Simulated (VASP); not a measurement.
# TiC2S2N2 (C2/m) in VASP: single point with HSE06

Aim: the single point of TiC2S2N2 with HSE06.

Everything below comes from runs of VASP 6.6.1. Logs are shortened: lines on timing, memory, paths and dates and some standing lists are left out, and cuts for length are marked.

## Step 1: Starting point

The structure is monoclinic, space group C2/m (No. 12). Conventional cell: a = 10.597 Å, b = 3.650 Å, c = 6.215 Å, α = 90.00°, β = 107.51°, γ = 90.00°. Ti (site symmetry 2/m) has 2 N at 1.99 Å as nearest neighbours. N (site symmetry m) is surrounded by 1 C at 1.20 Å. C (site symmetry m) has 1 N at 1.20 Å as nearest neighbours. Around S (site symmetry m) lie 1 C at 1.60 Å.

The cell was built by a generator and needn't be a form met in nature.

## Step 2: Single point, HSE06

The input, POSCAR:

```
TiC2S2N2
1.0
    0.0000000000      3.6499651200      0.0000000000
    5.2986259100     -1.8249825600      0.0000000000
    1.8699553200      0.0000000000     -5.9274913800
Ti N C S
1 2 2 2
Direct
    0.0000000000      0.0000000000      0.0000000000
    0.8675000000      0.7350000000      0.8301000000
    0.1325000000      0.2650000000      0.1699000000
    0.7633000000      0.5266000000      0.7914000000
    0.2367000000      0.4734000000      0.2086000000
    0.6222000000      0.2444000000      0.7457000000
    0.3778000000      0.7556000000      0.2543000000
```

The input, INCAR.step1:

```
SYSTEM = TiC2S2N2
  PREC = Accurate
  ENCUT = 520
  EDIFF = 1E-5
  ISMEAR = 0
  SIGMA = 0.1257
  LREAL = .False.
  LASPH = .True.
  NELM = 100
  ALGO = Normal
  ISIF = 2
  LWAVE = .True.
  GGA = PE
  NBANDS = 30
  ISYM = 0
```

The input, INCAR.step2:

```
SYSTEM = TiC2S2N2
  PREC = Accurate
  ENCUT = 520
  EDIFF = 1E-6
  ISMEAR = 0
  SIGMA = 0.1257
  LREAL = .False.
  LASPH = .True.
  NELM = 100
  ALGO = Normal
  ISIF = 2
  LWAVE = .False.
  LCHARG = .True.
  GGA = PE
  LHFCALC = .True.
  HFSCREEN = 0.2079
  PRECFOCK = Fast
  LELF = .True.
  LVHAR = .True.
  ISTART = 1
  NBANDS = 30
  ISYM = 0
```

The input, KPOINTS:

```
regular mesh
0
Gamma
  3 2 2
  0 0 0
```

Potentials or basis: VASP PAW PBE potentials, release 64 (Ti_sv, N, C, S).

Run with:

```sh
cat potpaw_PBE.64/Ti_sv/POTCAR potpaw_PBE.64/N/POTCAR potpaw_PBE.64/C/POTCAR potpaw_PBE.64/S/POTCAR > POTCAR
cp INCAR.step1 INCAR
mpirun -np 1 vasp_std > vasp.out
cp INCAR.step2 INCAR
mpirun -np 1 vasp_std > vasp.out
```

OUTCAR:

```text
SYSTEM = TiC2S2N2
   PREC = Accurate
   ENCUT = 520
   EDIFF = 1E-6
   ISMEAR = 0
   LREAL = .False.
   LASPH = .True.
   NELM = 100
   ISIF = 2
   GGA = PE
   LHFCALC = .True.
   HFSCREEN = 0.2079
   PRECFOCK = Fast
   ISTART = 1
   ISYM = 0

 ion  position               nearest neighbor table
   1  0.000  0.000  0.000-   2 1.99   3 1.99   6 2.50   6 2.50   7 2.50   7 2.50
   2  0.867  0.735  0.830-   4 1.20   1 1.99
   3  0.133  0.265  0.170-   5 1.20   1 1.99
   4  0.763  0.527  0.791-   2 1.20   6 1.60
   5  0.237  0.473  0.209-   3 1.20   7 1.60
   6  0.622  0.244  0.746-   4 1.60   1 2.50   1 2.50
   7  0.378  0.756  0.254-   5 1.60   1 2.50   1 2.50

IMPORTANT INFORMATION: All symmetrisations will be switched off!
NOSYMM: (Re-)initialisation of all symmetry stuff for point group C_1.

----------------------------------------------------------------------------------------

                                     Primitive cell

  volume of cell :     114.6365

  direct lattice vectors                    reciprocal lattice vectors
     0.000000000  3.649965120  0.000000000     0.094364088  0.273975221  0.029769192
     5.298625910 -1.824982560  0.000000000     0.188728175  0.000000000  0.059538384
     1.869955320  0.000000000 -5.927491380     0.000000000  0.000000000 -0.168705433

  length of vectors
     3.649965120  5.604105449  6.215455491     0.291295739  0.197896800  0.168705433

  position of ions in fractional coordinates (direct lattice)
     0.000000000  0.000000000  0.000000000
     0.867500000  0.735000000  0.830100000
     0.132500000  0.265000000  0.169900000
     0.763300000  0.526600000  0.791400000
     0.236700000  0.473400000  0.208600000
     0.622200000  0.244400000  0.745700000
     0.377800000  0.755600000  0.254300000

  ion indices of the primitive-cell ions
   primitive index   ion index
                 1           1
                 2           2
                 3           3
                 4           4
                 5           5
                 6           6
                 7           7

----------------------------------------------------------------------------------------

 KPOINTS: regular mesh

Automatic generation of k-mesh.
 Grid dimensions read from file:
 generate k-points for:    3    2    2

 Generating k-lattice:

  Cartesian coordinates                     Fractional coordinates (reciprocal lattice)
     0.031454696  0.091325074  0.009923064     0.333333333  0.000000000  0.000000000
     0.094364088  0.000000000  0.029769192     0.000000000  0.500000000  0.000000000
     0.000000000  0.000000000 -0.084352717     0.000000000  0.000000000  0.500000000

  Length of vectors
     0.097098580  0.098948400  0.084352717

  Shift w.r.t. Gamma in fractional coordinates (k-lattice)
     0.000000000  0.000000000  0.000000000

 -----------------------------------------------------------------------------
|                                                                             |
|           W    W    AA    RRRRR   N    N  II  N    N   GGGG   !!!           |
|           W    W   A  A   R    R  NN   N  II  NN   N  G    G  !!!           |
|           W    W  A    A  R    R  N N  N  II  N N  N  G       !!!           |
|           W WW W  AAAAAA  RRRRR   N  N N  II  N  N N  G  GGG   !            |
|           WW  WW  A    A  R   R   N   NN  II  N   NN  G    G                |
|           W    W  A    A  R    R  N    N  II  N    N   GGGG   !!!           |
|                                                                             |
|     Your reciprocal lattice and k-lattice belong to different lattice       |
|     classes:                                                                |
|                                                                             |
|        The reciprocal lattice is base-centered monoclinic,                  |
|        whereas your k-lattice is triclinic.                                 |
|                                                                             |
|     Results are often still useful ...                                      |
|                                                                             |
 -----------------------------------------------------------------------------

 WARNING: IBZKPT: internal override: KBLOWUP is changed to .FALSE.
      ... skipping the blow-up phase ...

 Subroutine IBZKPT returns following result:
 ===========================================

 Found      8 irreducible k-points:

 Following reciprocal coordinates:
            Coordinates               Weight
  0.000000  0.000000  0.000000      1.000000
  0.333333  0.000000  0.000000      2.000000
  0.000000  0.500000  0.000000      1.000000
  0.333333  0.500000  0.000000      2.000000
  0.000000  0.000000  0.500000      1.000000
  0.333333  0.000000  0.500000      2.000000
  0.000000  0.500000  0.500000      1.000000
  0.333333  0.500000  0.500000      2.000000
   k-points           NKPTS =      8   k-points in BZ     NKDIM =     12   number of bands    NBANDS=     30
   number of dos      NEDOS =    301   number of ions     NIONS =      7
   total plane-waves  NPLWV =  56448
   dimension x,y,z NGX =    28 NGY =   42 NGZ =   48
   dimension x,y,z NGXF=    56 NGYF=   84 NGZF=   96
   ions per type =               1   2   2   2
   NGX,Y,Z   is equivalent  to a cutoff of  12.75, 12.46, 12.84 a.u.
   NGXF,Y,Z  is equivalent  to a cutoff of  25.51, 24.92, 25.68 a.u.
 SYSTEM =  TiC2S2N2
   PREC   = accura    normal or accurate (medium, high low for compatibility)
   ISTART =      1    job   : 0-new  1-cont  2-samecut
   ICHARG =      0    charge: 1-file 2-atom 10-const
   ISPIN  =      1    spin polarized calculation?
   LNONCOLLINEAR =      F non collinear calculations
   LSORBIT =      F    spin-orbit coupling
   LASPH  =      T    aspherical Exc in radial PAW
   ENCUT  =  520.0 eV  38.22 Ry    6.18 a.u.   6.79 10.42 11.56*2*pi/ulx,y,z
   NELM   =    100;   NELMIN=  2; NELMDL=  0     # of ELM steps
   EDIFF  = 0.1E-05   stopping-criterion for ELM
   LREAL  =      F    real-space projection
   EDIFFG = 0.1E-04   stopping-criterion for IOM
   NSW    =      0    number of steps for IOM
   IBRION =     -1    ionic relax: 0-MD 1-quasi-New 2-CG
   NFREE  =      0    steps in history (QN), initial steepest desc. (CG)
   ISIF   =      2    stress and relaxation
   ISYM   =      0    0-nonsym 1-usesym 2-fastsym
   POTIM  = 0.5000    time-step for ionic-motion
   TEBEG  =    0.0;   TEEND  =   0.0 temperature during run
   PSTRESS=    0.0 pullay stress
   NELECT =      42.0000    total number of electrons
   NUPDOWN=      -1.0000    fix difference up-down
   EMIN   =  10.00;   EMAX   =-10.00  energy-range for DOS
   EFERMI =   0.00;   METHOD = LEGACY
   ISMEAR =     0;   SIGMA  =   0.13  broadening in eV -4-tet -1-fermi 0-gaus
   EFERMI_NEDOS =   21; number of points for ismear=-14 and -15
   IALGO  =     38    algorithm
   IMIX   =      1    mixing-type and parameters
     AMIX     =   0.40;   BMIX     =  1.00
     AMIX_MAG =   1.60;   BMIX_MAG =  1.00
  volume/ion in A,a.u.               =      16.38       110.52
  Fermi-wavevector in a.u.,A,eV,Ry     =   1.171432  2.213685 18.670624  1.372252
  Thomas-Fermi vector in A             =   2.307875
   LORBIT       =      0    0 simple, 1 ext, 2 COOP (PROOUT), +10 PAW based schemes
   GGA     = PE    functional components
   LHFCALC =     T    Hartree Fock is set to
   PRECFOCK=fast      Normal, Fast or Accurate (Low or Medium for compatibility)
   ENCUT4O =  -1.0   cutoff for four orbital integrals eV
   NKREDX  =     1    reduce k-point grid by
   NKREDY  =     1    reduce k-point grid by
   NKREDZ  =     1    reduce k-point grid by
   AEXX    =    0.2500 exact exchange contribution
   HFSCREEN=    0.2079 screening length (either q_TF or 0.3 A-1)
   HFSCREENC=   0.2079 screening length for correlation (either q_TF or 0.3 A-1)
   ENCUTFOCK=  -1.0 apply spherical cutoff to Coloumb kernel
   IVDW    =     0    specifies the selected vdW correction
   LEPSILON=     F    determine dielectric tensor
   LRPA    =     F    only Hartree local field effects (RPA)
 non-spin polarized calculation
 Gauss-broadening in eV      SIGMA  =   0.13
  energy-cutoff  :      520.00
  volume of cell :      114.64
 maximum number of plane-waves:      3098
 NGX is ok and might be reduce to    28
  NGX = 16; NGY = 24; NGZ = 28

 number of electron      42.0000001 magnetization

 Free energy of the ion-electron system (eV)
  ---------------------------------------------------
  ext. energy  EPLUGINS =         0.00000000
  ---------------------------------------------------
  free energy    TOTEN  =       -62.15052668 eV

  energy without entropy =      -62.14892187  energy(sigma->0) =      -62.14972427

 E-fermi :   4.0503     XC(G=0):  -7.4892

 val. band max:        3.8445138198   @ k =   0.3333   0.0000   0.0000
 cond. band min:       4.2413663057   @ k =   0.0000   0.0000   0.0000
 fundamental gap:      0.3968524859
 Fermi energy:         4.0502992754

 k-point     1 :       0.0000    0.0000    0.0000
  band No.  band energies     occupation
      1     -58.4299      2.00000
      2     -33.4144      2.00000
      3     -32.9913      2.00000
      4     -32.9108      2.00000
      5     -18.0333      2.00000
      6     -17.4331      2.00000
[... 22 lines left out ...]
     29       8.6205      0.00000
     30       8.9637      0.00000

 k-point     2 :       0.3333    0.0000    0.0000
  band No.  band energies     occupation
      1     -58.4274      2.00000
      2     -33.4068      2.00000
      3     -33.0052      2.00000
      4     -32.9395      2.00000
      5     -17.8049      2.00000
      6     -17.4971      2.00000
[... 190 lines left out ...]
 k-point     8 :       0.3333    0.5000    0.5000
  band No.  band energies     occupation
      1     -58.4275      2.00000
      2     -33.4061      2.00000
      3     -33.0038      2.00000
      4     -32.9409      2.00000
      5     -17.7386      2.00000
      6     -17.5394      2.00000
[... 22 lines left out ...]
     29       9.0631      0.00000
     30       9.4421      0.00000

------------------------ aborting loop because EDIFF is reached ----------------------------------------

  FORCE on cell =-STRESS in cart. coord.  units (eV):
  Direction    XX          YY          ZZ          XY          YZ          ZX
  --------------------------------------------------------------------------------------
  -------------------------------------------------------------------------------------
  Total       -0.7925894      0.5411492      2.4073026      0.5729730      0.0592916     -0.5608097
  in kB      -11.0773519      7.5631851     33.6448319      8.0079589      0.8286691     -7.8379623
  external PRESSURE =      10.0435550 kB  Pullay stress =       0.0000000 kB

 VOLUME and BASIS-vectors are now :
 -----------------------------------------------------------------------------
  energy-cutoff  :      520.00
  volume of cell :      114.64
      direct lattice vectors                 reciprocal lattice vectors
     0.000000000  3.649965120  0.000000000     0.094364088  0.273975221  0.029769192
     5.298625910 -1.824982560  0.000000000     0.188728175  0.000000000  0.059538384
     1.869955320  0.000000000 -5.927491380     0.000000000  0.000000000 -0.168705433

 POSITION                                       TOTAL-FORCE (eV/Angst)
 -----------------------------------------------------------------------------------
      0.00000      0.00000      0.00000         0.000005      0.000004      0.000002
      5.44674      1.82498     -4.92041        -2.371907     -0.031999      0.210401
      1.72184      0.00000     -1.00708         2.371905      0.031997     -0.210401
      4.27014      1.82498     -4.69102         3.190371      0.017833     -0.442337
      2.89844      0.00000     -1.23647        -3.190373     -0.017834      0.442336
      2.68941      1.82498     -4.42013        -1.200817      0.023513      0.800089
      4.47917      0.00000     -1.50736         1.200815     -0.023514     -0.800091
 -----------------------------------------------------------------------------------
    total drift:                                0.000006      0.000004      0.000003

  FREE ENERGIE OF THE ION-ELECTRON SYSTEM (eV)
  ---------------------------------------------------
  free  energy   TOTEN  =       -62.1505266767 eV

  energy  without entropy=      -62.1489218652  energy(sigma->0) =      -62.14972427
```

Run time: 7.6 min. Hardware: 1 thread of AMD EPYC 7R13 (Zen 3), shared host; peak memory 0.33 GiB.

What came out:

```yaml
Free_energy: -62.1505 eV
Pressure: 1.0 GPa
Largest_force: 3.221 eV/Å
Band_gap_on_the_k_mesh: none (metal or under the smearing width)
```

Forces in eV/Å, atoms in the order of the input:
```
Ti   0.000  0.000  0.000
N   -2.372 -0.032  0.210
N    2.372  0.032 -0.210
C    3.190  0.018 -0.442
C   -3.190 -0.018  0.442
S   -1.201  0.024  0.800
S    1.201 -0.024 -0.800
```

Stress tensor (GPa, compression positive):
```
-1.11  0.80 -0.78
 0.80  0.76  0.08
-0.78  0.08  3.36
```

Levels at points of the mesh, in eV from the Fermi level:
```csv
k point,band 17,band 18,band 19,band 20,band 21,band 22,band 23,band 24,band 25,band 26
"(0.00, 0.00, 0.00)",-4.67,-4.60,-3.93,-3.86,0.19,0.86,0.93,2.28,2.63,3.38
"(0.00, 0.50, 0.00)",-5.53,-4.29,-3.49,-2.95,-0.55,-0.40,0.93,2.87,3.29,3.40
"(0.00, 0.00, 0.50)",-4.81,-4.61,-4.04,-3.94,0.23,0.91,1.02,2.43,2.91,3.86
"(0.00, 0.50, 0.50)",-5.11,-4.27,-3.31,-2.92,-0.45,-0.39,1.24,2.73,2.95,3.31
```

Caveat: the k mesh is coarse (spacing up to 0.62 Å⁻¹), so the values aren't converged, least of all with exact exchange; the standard files for N, O and F lose accuracy on very short bonds; the PAW data sets were made with another functional, which shifts forces and pressure a little; this functional lacks dispersion, which binds the layers, so the pressure and a relaxed spacing across them are unreliable.
